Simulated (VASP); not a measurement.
Input:

```xyz
3
Lattice="0.0000 2.7086 2.7086 2.7086 0.0000 2.7086 2.7086 2.7086 0.0000" Properties=species:S:1:pos:R:3 pbc="T T T"
Cd     5.4173     5.4173     5.4173
F      1.3543     1.3543     1.3543
F      4.0630     4.0630     4.0630
```

Method: AM05 GGA, VASP's PBE PAW potentials (set 64) (plane waves; VASP). Run with 520 eV cut-off, 7×7×7 Γ-centred mesh, Gaussian smearing of 0.050 eV, potentials Cd F.

### Question
What does the run give for the energy per atom (σ→0)?

### Answer

```json
{
 "energy per atom (σ→0)": "-3.675 eV/atom"
}
```

Total energies compare only between runs with the same potentials, cut-off and functional.

The compound is CdF2 in the fluorite structure. It was relaxed first.
